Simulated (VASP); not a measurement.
# TiTe2 with and without spin-orbit coupling, part 2 of 4

Aim: run bands, DOS and a relaxation of TiTe2 twice, without and with spin-orbit coupling. All runs use PBE. Left out of this account: 1 further run (self-consistent run: a reference on another mesh). The start is a cell from a database of measured crystal structures.

VASP 6.6.1, plane waves and PAW; the level of theory is named at each step.

Still holding for the runs below: This run has no spin polarisation, although Ti can carry a moment. The k-mesh is coarse for a metal.

So far. Step 2 (Band structure (PBE)): There is no gap at this level.

## (3) Bands along the symmetry lines (PBE + SOC)

This step: PBE, spin-orbit coupling, no spin polarisation; plane waves and PAW (Ti_sv, Te) (VASP 6.6.1).

Levels along the symmetry lines show where the bands peak and cross; KPOINTS_OPT computes them in the converged potential. Spin-orbit coupling needs spinors and the noncollinear program, where each band holds one electron.

The input, INCAR:

```
SYSTEM = TiTe2
PREC = Accurate
ENCUT = 400
EDIFF = 1E-06
NELM = 100
ISMEAR = -1
SIGMA = 0.05
LREAL = .FALSE.
ALGO = Normal
GGA = PE
LNONCOLLINEAR = .TRUE.
MAGMOM = 0 0 0 0 0 0 0 0 0
NBANDS = 36
GGA_COMPAT = .FALSE.
LASPH = .TRUE.
LSORBIT = .TRUE.
LMAXMIX = 4
LORBIT = 11
LWAVE = .FALSE.
LCHARG = .FALSE.
KPAR = 4
```

The input, POSCAR:

```
TiTe2
1.0
    3.7770000000      0.0000000000      0.0000000000
   -1.8885000000      3.2709779501      0.0000000000
    0.0000000000      0.0000000000      6.4980000000
Ti Te
1 2
Direct
    0.0000000000      0.0000000000      0.0000000000
    0.6666666667      0.3333333333      0.2628000000
    0.3333333333      0.6666666667      0.7372000000
```

The input, KPOINTS:

```
Automatic mesh
0
Gamma
8 8 4
0 0 0
```

The input, KPOINTS_OPT:

```
Line mode
16
Line-mode
Reciprocal
  0.00000000   0.00000000   0.00000000 GAMMA
  0.50000000   0.00000000   0.00000000 M

  0.50000000   0.00000000   0.00000000 M
  0.33333333   0.33333333   0.00000000 K

  0.33333333   0.33333333   0.00000000 K
  0.00000000   0.00000000   0.00000000 GAMMA

  0.00000000   0.00000000   0.00000000 GAMMA
  0.00000000   0.00000000   0.50000000 A

  0.00000000   0.00000000   0.50000000 A
  0.50000000   0.00000000   0.50000000 L

  0.50000000   0.00000000   0.50000000 L
  0.33333333   0.33333333   0.50000000 H

  0.33333333   0.33333333   0.50000000 H
  0.00000000   0.00000000   0.50000000 A

  0.50000000   0.00000000   0.50000000 L
  0.50000000   0.00000000   0.00000000 M

  0.33333333   0.33333333   0.00000000 K
  0.33333333   0.33333333   0.50000000 H
```

The projector-augmented-wave data sets are Ti_sv and Te (PBE family, release 64).

Run with:

```console
> mpirun -np 4 vasp_ncl
```

The log of the run:

```text
[... set-up lines as in an earlier step ...]
 entering main loop
       N       E                     dE             d eps       ncg     rms          rms(c)
DAV:   1     0.200205754760E+03    0.20021E+03   -0.89548E+03  2600   0.105E+03
DAV:   2     0.466072426806E+01   -0.19555E+03   -0.18593E+03  2756   0.310E+02
DAV:   3    -0.168193879976E+02   -0.21480E+02   -0.20750E+02  3796   0.993E+01
DAV:   4    -0.185736394586E+02   -0.17543E+01   -0.17426E+01  3696   0.230E+01
DAV:   5    -0.186644442335E+02   -0.90805E-01   -0.90785E-01  3492   0.416E+00    0.128E+01
DAV:   6    -0.187244584999E+02   -0.60014E-01   -0.84278E+00  3312   0.395E+01    0.146E+01
DAV:   7    -0.166693355495E+02    0.20551E+01   -0.76890E+00  3056   0.349E+01    0.666E+00
DAV:   8    -0.164779931659E+02    0.19134E+00   -0.83809E-01  2804   0.725E+00    0.322E+00
DAV:   9    -0.164489539836E+02    0.29039E-01   -0.29437E-01  3104   0.568E+00    0.180E+00
DAV:  10    -0.164322706778E+02    0.16683E-01   -0.29515E-02  2840   0.206E+00    0.118E+00
DAV:  11    -0.164276971493E+02    0.45735E-02   -0.77145E-03  3184   0.105E+00    0.657E-01
DAV:  12    -0.164277238483E+02   -0.26699E-04   -0.10996E-03  3032   0.247E-01    0.496E-01
DAV:  13    -0.164277141022E+02    0.97462E-05   -0.10044E-04  2932   0.738E-02    0.276E-01
DAV:  14    -0.164276240928E+02    0.90009E-04   -0.10870E-04  3004   0.134E-01    0.111E-01
DAV:  15    -0.164276204877E+02    0.36052E-05   -0.17878E-05  3024   0.239E-02    0.853E-02
DAV:  16    -0.164276076451E+02    0.12843E-04   -0.16495E-05  2768   0.376E-02    0.194E-02
DAV:  17    -0.164276067013E+02    0.94376E-06   -0.16082E-06  2476   0.950E-03
   1 F= -.16427607E+02 E0= -.16421579E+02  d E =-.120547E-01  mag=    -0.0000     0.0000     0.0000
 Start KPOINTS_OPT (optional k-point list driver)
k-point batch [1-35\144]
       N       E                     dE             ncg
DAV:   1    -0.557304160717E+03   -0.18609E+05     2688
DAV:   2    -0.722426396890E+04   -0.66670E+04     2860
DAV:   3    -0.789539199336E+04   -0.67113E+03     3576
DAV:   4    -0.795687731165E+04   -0.61485E+02     3768
DAV:   5    -0.796015502764E+04   -0.32777E+01     3216
DAV:   6    -0.796019900005E+04   -0.43972E-01     3320
DAV:   7    -0.796020061960E+04   -0.16196E-02     3296
DAV:   8    -0.796020063753E+04   -0.17926E-04     3264
DAV:   9    -0.796020063796E+04   -0.42865E-06     1840
[...]
k-point batch [141-144\144]
       N       E                     dE             ncg
DAV:   1     0.200324099716E+05   -0.31490E+04      320
DAV:   2     0.192919699109E+05   -0.74044E+03      308
DAV:   3     0.192125776313E+05   -0.79392E+02      424
DAV:   4     0.192063171843E+05   -0.62604E+01      396
DAV:   5     0.192059155579E+05   -0.40163E+00      400
DAV:   6     0.192059069983E+05   -0.85595E-02      384
DAV:   7     0.192059067497E+05   -0.24865E-03      396
DAV:   8     0.192059067471E+05   -0.25666E-05      368
DAV:   9     0.192059067471E+05   -0.34946E-07      236
```

The job ended after 71 s (4 MPI ranks of AMD EPYC 9R45, shared host; peak memory 1.6 GiB; 4.4 min of CPU time).

OUTCAR, selected parts (step 3):

```text
The static configuration has the point symmetry D_3d.

 Found     35 irreducible k-points:

   k-points           NKPTS =     35   k-points in BZ     NKDIM =     35   number of bands    NBANDS=     36

   NELECT =      24.0000    total number of electrons

 E-fermi :   6.8241

 k-point     1 :       0.0000    0.0000    0.0000
  band No.  band energies     occupation
    ...
     14       1.5812      1.00000
     15       4.9972      1.00000
     16       4.9972      1.00000
     17       5.2754      1.00000
     18       5.2754      1.00000
     19       6.9490      0.07597
     20       6.9490      0.07597
     21       7.1645      0.00110
     22       7.1645      0.00110
     23       7.2195      0.00037
    ...

 k-point     2 :       0.1250    0.0000    0.0000
  band No.  band energies     occupation
    ...
     18       5.1988      1.00000
     19       6.0495      1.00000
     20       6.0495      1.00000
     21       6.7477      0.82164
     22       6.7477      0.82164
     23       7.1245      0.00245
     24       7.1245      0.00245
     25       7.2322      0.00028
     26       7.2322      0.00028
     27       7.8513      0.00000
    ...

  Total        0.3180627      0.3180627      0.6680250      0.0000000      0.0000000      0.0000000
  in kB        6.3477379      6.3477379     13.3321128      0.0000000      0.0000000      0.0000000
  external PRESSURE =       8.6758629 kB  Pullay stress =       0.0000000 kB

 POSITION                                       TOTAL-FORCE (eV/Angst)
 -----------------------------------------------------------------------------------
      0.00000      0.00000      0.00000         0.000000      0.000000     -0.000000
      1.88850      1.09033      1.70767         0.000000     -0.000000      0.038467
     -0.00000      2.18065      4.79033        -0.000000      0.000000     -0.038467
 -----------------------------------------------------------------------------------
    total drift:                                0.000000     -0.000000     -0.000000

  FREE ENERGIE OF THE ION-ELECTRON SYSTEM (eV)
  ---------------------------------------------------
  free  energy   TOTEN  =       -16.4276067013 eV

  energy  without entropy=      -16.4155520133  energy(sigma->0) =      -16.42157936

 Spin-Orbit-Coupling matrix elements
 Ion:    1  E_soc:     -0.0144841
 Ion:    2  E_soc:     -0.2101049
 Ion:    3  E_soc:     -0.2101049

 total charge
# of ion       s       p       d       tot
------------------------------------------
    1        2.165   6.120   1.874  10.160
    2        1.382   1.998   0.038   3.419
    3        1.382   1.998   0.038   3.419
--------------------------------------------------
tot          4.930  10.117   1.950  16.997

 magnetization (x)
# of ion       s       p       d       tot
------------------------------------------
    1       -0.000  -0.000   0.000  -0.000
    2        0.000   0.000   0.000   0.000
    3        0.000   0.000   0.000   0.000
--------------------------------------------------
tot          0.000   0.000   0.000   0.000

 magnetization (y)
# of ion       s       p       d       tot
------------------------------------------
    1        0.000   0.000   0.000   0.000
    2        0.000   0.000   0.000   0.000
    3        0.000   0.000   0.000   0.000
--------------------------------------------------
tot          0.000   0.000   0.000   0.000

 magnetization (z)
# of ion       s       p       d       tot
------------------------------------------
    1        0.000  -0.000  -0.000  -0.000
    2        0.000   0.000   0.000   0.000
    3        0.000   0.000   0.000   0.000
--------------------------------------------------
tot          0.000  -0.000  -0.000  -0.000

[... 7 parts as in an earlier step ...]

[... 5 further parts left out ...]
```

This step gave:

```
SCF cycles              : 17
bands                   : 36
free energy (TOTEN)     : -16.43 eV
energy at zero smearing : -16.42 eV
Fermi energy            : 6.824 eV
pressure                : 0.8676 GPa
```

On-site spin-orbit energy by atom:

```
atom  on-site spin-orbit energy (eV)
 Ti1                          -0.014
 Te2                          -0.210
 Te3                          -0.210
```

Electronic bands along the path, in eV, zero at the Fermi level; # counts the bands kept, so #1 is VASP's band 13:

```csv
point,#7,#8,#9,#10,#11,#12,#13,#14
Γ,0.13,0.13,0.34,0.34,0.39,0.39,0.41,0.41
0.47 of the way,-1.63,-1.63,-0.69,-0.69,-0.31,-0.31,0.22,0.22
M,-2.43,-2.43,-1.73,-1.73,-1.10,-1.10,0.02,0.02
0.53 of the way,-2.51,-2.51,-2.34,-2.34,-1.92,-1.92,0.82,0.82
K,-2.53,-2.53,-2.31,-2.31,-2.17,-2.17,0.98,0.98
0.47 of the way,-2.00,-2.00,-1.64,-1.64,-0.76,-0.76,0.46,0.46
Γ,0.13,0.13,0.34,0.34,0.39,0.39,0.41,0.41
0.47 of the way,-0.99,-0.99,0.39,0.39,0.39,0.39,0.55,0.55
A,-1.48,-1.48,0.38,0.38,0.38,0.38,0.43,0.43
0.47 of the way,-1.68,-1.68,-1.40,-1.40,-0.52,-0.52,0.32,0.32
L,-1.97,-1.97,-1.12,-1.12,-0.47,-0.47,-0.27,-0.27
0.47 of the way,-2.39,-2.39,-1.71,-1.71,-1.23,-1.23,0.36,0.36
H,-3.17,-3.17,-1.73,-1.73,-1.64,-1.64,0.96,0.96
0.53 of the way,-1.69,-1.69,-1.47,-1.47,-1.22,-1.22,0.63,0.63
A,-1.48,-1.48,0.38,0.38,0.38,0.38,0.43,0.43
jump to L,-1.97,-1.97,-1.12,-1.12,-0.47,-0.47,-0.27,-0.27
0.47 of the way,-1.91,-1.91,-1.65,-1.65,-0.78,-0.78,-0.05,-0.05
M,-2.43,-2.43,-1.73,-1.73,-1.10,-1.10,0.02,0.02
jump to K,-2.53,-2.53,-2.31,-2.31,-2.17,-2.17,0.98,0.98
0.47 of the way,-2.70,-2.70,-2.03,-2.03,-1.96,-1.96,0.98,0.98
H,-3.17,-3.17,-1.73,-1.73,-1.64,-1.64,0.96,0.96
```

Of the projections kept (Ti, Te), the largest for each band there; the rest of the weight can lie on other orbitals:

| point | #7 | #8 | #9 | #10 | #11 | #12 | #13 | #14 |
| --- | --- | --- | --- | --- | --- | --- | --- | --- |
| Γ | Te 0.97 | Te 0.97 | Ti 0.94 | Ti 0.94 | Ti 0.97 | Ti 0.97 | Ti 0.97 | Ti 0.97 |
| M | Te 0.56 | Te 0.56 | Ti 0.56 | Ti 0.56 | Te 0.93 | Te 0.93 | Ti 0.84 | Ti 0.84 |
| K | Te 0.81 | Te 0.81 | Te 0.70 | Te 0.70 | Te 0.77 | Te 0.77 | Ti 0.97 | Ti 0.97 |
| Γ | Te 0.97 | Te 0.97 | Ti 0.94 | Ti 0.94 | Ti 0.97 | Ti 0.97 | Ti 0.97 | Ti 0.97 |
| A | Ti 0.66 | Ti 0.66 | Ti 0.97 | Ti 0.97 | Ti 0.98 | Ti 0.98 | Te 0.97 | Te 0.97 |
| L | Ti 0.50 | Ti 0.50 | Te 0.92 | Te 0.92 | Te 0.91 | Te 0.91 | Ti 0.91 | Ti 0.91 |

There is no gap at this level. Without the coupling there was no gap either. The run took 3.1 times the core time, with 36 spinor bands against 25.

Of the bands kept, 8 cross the Fermi level on this path (spinor bands, one electron each).

## (4) Density of states (PBE)

This step: PBE, no spin polarisation; plane waves and PAW (Ti_sv, Te) (VASP 6.6.1).

Here the states are counted by energy and projected on the atoms.

The input, INCAR:

```
SYSTEM = TiTe2
PREC = Accurate
ENCUT = 400
EDIFF = 1E-06
NELM = 100
ISMEAR = -5
SIGMA = 0.05
LREAL = .FALSE.
ALGO = Normal
GGA = PE
NBANDS = 25
LASPH = .TRUE.
LORBIT = 11
LWAVE = .FALSE.
LCHARG = .FALSE.
KPAR = 4
NEDOS = 2001
```

POSCAR is that of step 3.

KPOINTS is that of step 3.

Run with:

```console
> mpirun -np 4 vasp_std
```

The log of the run:

```text
[... set-up lines as in an earlier step ...]
 entering main loop
       N       E                     dE             d eps       ncg     rms          rms(c)
DAV:   1     0.166034735256E+03    0.16603E+03   -0.88593E+03  1750   0.737E+02
DAV:   2    -0.503287401227E+01   -0.17107E+03   -0.16374E+03  1923   0.225E+02
DAV:   3    -0.180133202681E+02   -0.12980E+02   -0.12782E+02  2421   0.630E+01
DAV:   4    -0.184446509885E+02   -0.43133E+00   -0.43019E+00  2137   0.110E+01
DAV:   5    -0.184582548419E+02   -0.13604E-01   -0.13603E-01  2349   0.198E+00    0.121E+01
DAV:   6    -0.186776772114E+02   -0.21942E+00   -0.30597E+01  1869   0.285E+01    0.147E+01
DAV:   7    -0.165015223171E+02    0.21762E+01   -0.33106E+01  2026   0.248E+01    0.553E+00
DAV:   8    -0.162205043867E+02    0.28102E+00   -0.22008E+00  1939   0.768E+00    0.161E+00
DAV:   9    -0.162218714418E+02   -0.13671E-02   -0.74448E-02  2050   0.149E+00    0.119E+00
DAV:  10    -0.162060476731E+02    0.15824E-01   -0.12038E-01  1900   0.173E+00    0.432E-01
DAV:  11    -0.162068309796E+02   -0.78331E-03   -0.12088E-02  1886   0.641E-01    0.275E-01
DAV:  12    -0.162061600086E+02    0.67097E-03   -0.35178E-03  2145   0.321E-01    0.125E-01
DAV:  13    -0.162061910631E+02   -0.31054E-04   -0.18513E-04  2029   0.884E-02    0.387E-02
DAV:  14    -0.162061769885E+02    0.14075E-04   -0.43942E-05  2145   0.298E-02    0.191E-02
DAV:  15    -0.162061831022E+02   -0.61136E-05   -0.68062E-06  1989   0.177E-02    0.571E-03
DAV:  16    -0.162061844024E+02   -0.13002E-05   -0.59844E-07  1094   0.355E-03    0.374E-03
DAV:  17    -0.162061854228E+02   -0.10204E-05   -0.14770E-07   946   0.184E-03    0.739E-04
DAV:  18    -0.162061856416E+02   -0.21885E-06   -0.19814E-08   935   0.839E-04
   1 F= -.16206186E+02 E0= -.16206186E+02  d E =0.000000E+00
 -----------------------------------------------------------------------------
|                                                                             |
|           W    W    AA    RRRRR   N    N  II  N    N   GGGG   !!!           |
|           W    W   A  A   R    R  NN   N  II  NN   N  G    G  !!!           |
|           W    W  A    A  R    R  N N  N  II  N N  N  G       !!!           |
|           W WW W  AAAAAA  RRRRR   N  N N  II  N  N N  G  GGG   !            |
|           WW  WW  A    A  R   R   N   NN  II  N   NN  G    G                |
|           W    W  A    A  R    R  N    N  II  N    N   GGGG   !!!           |
|                                                                             |
|     Tetrahedron method does not include variations of the Fermi             |
|     occupations, so forces and stress will be inaccurate. We suggest        |
|     using a different smearing scheme ISMEAR = 1 or 2 for metals in         |
|     relaxations.                                                            |
|                                                                             |
 -----------------------------------------------------------------------------
```

The job ended after 8.2 s (4 MPI ranks; peak memory 0.72 GiB; 31 s of CPU time).

Parts of OUTCAR (step 4):

```text
The static configuration has the point symmetry D_3d.

 Found     35 irreducible k-points:

   NELECT =      24.0000    total number of electrons

 E-fermi :   6.8729

 k-point     1 :       0.0000    0.0000    0.0000
  band No.  band energies     occupation
    ...
      6      -4.0767      2.00000
      7       1.6027      2.00000
      8       5.1391      2.00000
      9       5.1391      2.00000
     10       7.1684      1.76545
     11       7.2113      0.41470
     12       7.2113     -0.15158
     13       7.3978      0.00000
     14       7.8931      0.00000
     15       7.8931      0.00000
    ...

 k-point     2 :       0.1250    0.0000    0.0000
  band No.  band energies     occupation
    ...
      8       4.7269      2.00000
      9       5.1616      2.00000
     10       6.1891      2.00261
     11       6.7628      1.84989
     12       7.1270      0.58756
     13       7.2056      0.00000
     14       7.8433      0.00000
     15       8.0849      0.00000
     16       9.5440      0.00000
     17       9.8439      0.00000
    ...

  Total        0.3412801      0.3412801      0.5144784      0.0000000     -0.0000000      0.0000000
  in kB        6.8110998      6.8110998     10.2677051      0.0000000     -0.0000000      0.0000000
  external PRESSURE =       7.9633016 kB  Pullay stress =       0.0000000 kB

 POSITION                                       TOTAL-FORCE (eV/Angst)
 -----------------------------------------------------------------------------------
      0.00000      0.00000      0.00000        -0.000000     -0.000000      0.000000
      1.88850      1.09033      1.70767         0.000000     -0.000000      0.009102
     -0.00000      2.18065      4.79033        -0.000000      0.000000     -0.009102
 -----------------------------------------------------------------------------------
    total drift:                                0.000000     -0.000000      0.000000

  FREE ENERGIE OF THE ION-ELECTRON SYSTEM (eV)
  ---------------------------------------------------
  free  energy   TOTEN  =       -16.2061856416 eV

  energy  without entropy=      -16.2061856416  energy(sigma->0) =      -16.20618564

 total charge
# of ion       s       p       d       tot
------------------------------------------
    1        2.165   6.121   1.872  10.158
    2        1.383   1.998   0.038   3.418
    3        1.383   1.998   0.038   3.418
--------------------------------------------------
tot          4.931  10.116   1.947  16.994

[... 8 parts as in an earlier step ...]

[... 5 further parts left out ...]
```

With tetrahedra the forces and stress of a metal are not exact derivatives of the energy.

This step gave:

- SCF cycles: 18
- bands: 25
- free energy (TOTEN): -16.21 eV
- Fermi energy: 6.873 eV
- pressure: 0.7963 GPa
- DOS at the Fermi level: 1.346 states/eV/cell

The density of states has structure finer than the step of the table below, so its rows give means over 0.5 eV, whole bins alone (the curve runs from -12.0 to 4.05 eV). Peaks (eV: height): total -10.45: 6.29, -1.73: 4.84, 1.12: 12.7, 1.35: 9.05; Ti d 0.43: 2.60, 1.12: 9.01, 1.35: 6.62, 2.28: 2.28; Te p -4.12: 1.25, -2.58: 1.14, -1.73: 1.60, 1.12: 1.19; Te s -10.45: 4.32; Ti p -4.12: 0.0679, -2.66: 0.0696, -1.50: 0.0778, 1.12: 0.0549.

States under -12.0 eV and over 4.1 eV are left out. The density of states by energy, zero at the Fermi level; means over each step; values in states/eV/cell:

```csv
energy (eV),total,Ti d,Te p,Te s,Ti p,Te d,Ti s
-11.5,1.08,0.00332,0.00771,0.656,0.00805,1.0e-5,0.0154
-11.0,2.57,0.0219,0.0138,1.66,0.0240,6.9e-4,0.0144
-10.5,3.70,0.0573,0.0161,2.52,0.0311,8.6e-4,0.00806
-10.0,0,0,0,0,0,0,0
-9.5,0,0,0,0,0,0,0
-9.0,0,0,0,0,0,0,0
-8.5,0,0,0,0,0,0,0
-8.0,0,0,0,0,0,0,0
-7.5,0,0,0,0,0,0,0
-7.0,0,0,0,0,0,0,0
-6.5,0,0,0,0,0,0,0
-6.0,0,0,0,0,0,0,0
-5.5,2.6e-4,0,7.6e-5,6.6e-6,0,0,1.3e-5
-5.0,0.487,0.0222,0.148,0.00574,0.00213,0.00115,0.0235
-4.5,2.35,0.113,0.731,0.0354,0.0232,0.00649,0.0887
-4.0,2.91,0.171,0.939,0.0557,0.0527,0.00791,0.0510
-3.5,1.38,0.108,0.443,0.0411,0.0197,0.00630,0.0330
-3.0,2.18,0.218,0.725,0.0393,0.0432,0.0139,0.0335
-2.5,3.06,0.487,1.02,0.0300,0.0535,0.0217,0.0179
-2.0,4.34,0.995,1.44,0.0387,0.0506,0.0314,0.0181
-1.5,3.68,0.708,1.30,0.0452,0.0668,0.0277,0.0153
-1.0,2.22,0.397,0.816,0.0239,0.0485,0.0170,0.00545
-0.5,0.955,0.276,0.296,0.00793,0.0149,0.00932,0.00144
0.0,1.40,0.799,0.154,0.0109,0.00679,0.0218,0.00651
0.5,2.81,1.74,0.271,0.0208,0.0131,0.0355,0.0141
1.0,4.43,3.05,0.461,0.0198,0.0206,0.0242,0.0125
1.5,3.79,2.66,0.404,0.0156,0.0194,0.0136,0.0267
2.0,1.24,0.734,0.137,0.0235,0.00502,0.0339,0.00642
2.5,3.43,1.85,0.542,0.0535,0.0156,0.0874,0.0219
3.0,3.20,1.71,0.662,0.0375,0.0127,0.0582,0.0128
3.5,0.122,0.0654,0.0265,0.00145,4.3e-4,0.00182,5.3e-4
```

Of the states within 0.3 eV of the Fermi level, the largest shares in the PAW spheres are Ti d 57 % and Te p 11 %. The rest lies in smaller channels or between the spheres.

(Continued in part 3 of 4.)

[Lines on the potential files, build, host, timing and source positions are cut from VASP's logs without a mark.]

[Logs are printed without paths, hosts, clocks, repeated set-up lines and the standing remarks that a program may print on its own settings, such as how far it seeks lower states.]

[Hosts, paths, dates, database ids (printed as entryN), source tags and the programs' standing remarks are cut or masked in the printed files.]

[A measured line is paired with the nearest computed mode of its activity, which favours agreement.]
